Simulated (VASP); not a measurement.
Input:

```xyz
4
Lattice="1.2453 -2.1569 0.0000 1.2453 2.1569 0.0000 0.0000 0.0000 6.7769" Properties=species:S:1:pos:R:3 pbc="T T T"
C      0.0000     0.0000     1.6942
C      0.0000     0.0000     5.0827
C      1.2453     0.7190     1.6942
C      1.2453    -0.7190     5.0827
```

These are PBE GGA with D3 dispersion (Becke-Johnson damping), VASP's PBE PAW potentials (set 64) (plane waves; VASP 6.6.1) values and carry that method's errors. Run with 520 eV cut-off, 10×10×4 Γ-centred mesh, Gaussian smearing of 0.050 eV, potentials C.

### Question
The ions and cell shape at fixed volume are relaxed. What does this cell relax into?

### Answer

```xyz
4
Lattice="1.2337 -2.1369 0.0000 1.2337 2.1369 0.0000 0.0000 0.0000 6.9045" Properties=species:S:1:pos:R:3 pbc="T T T"
C      0.0000     0.0000     1.7261
C      0.0000     0.0000     5.1784
C      1.2337     0.7123     1.7261
C      1.2337    -0.7123     5.1784
```
Space group P6_3/mmc (194), at a tolerance of 0.03 Å.

### Question
How much energy does the relaxation gain?

### Answer
The energy (σ→0) changes by -6.5 meV/atom, in 3 ionic steps.

The compound is C in the graphite structure. This cell is one point of a volume scan, at 1.03 of the reference volume. Symmetry was kept, so distortions that lower it aren't found.
